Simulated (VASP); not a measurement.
```yaml
crystal:
  lattice:
    - [0.00000, 3.29807, 3.29807]
    - [3.29807, 0.00000, 3.29807]
    - [3.29807, 3.29807, 0.00000]
  atoms:
    - { symbol: Cd, position: [0.00000, 0.00000, 0.00000] }
    - { symbol: Te, position: [0.25000, 0.25000, 0.25000] }
```

All values below come from optB88-vdW, VASP's PBE PAW potentials (set 64) (plane waves; VASP). Run with 520 eV cut-off, 6×6×6 Γ-centred mesh, Gaussian smearing of 0.050 eV, potentials Cd Te.

Unless said otherwise, spin-orbit coupling is left out, though it shifts the bands of the heavy elements here.

Task: What does the run give for the energy per atom (σ→0), band gap (on the k-mesh) with the smallest direct gap where there is one?

Result: 
The band gap (on the k-mesh) comes out as 0.47 eV. The smallest direct gap (on the k-mesh) is 0.47 eV and the energy per atom (σ→0) is 0.242 eV/atom.

The compound is CdTe in the zinc blende structure. It was relaxed first, which changed the volume by +5 %. The start is the result of an earlier pass.
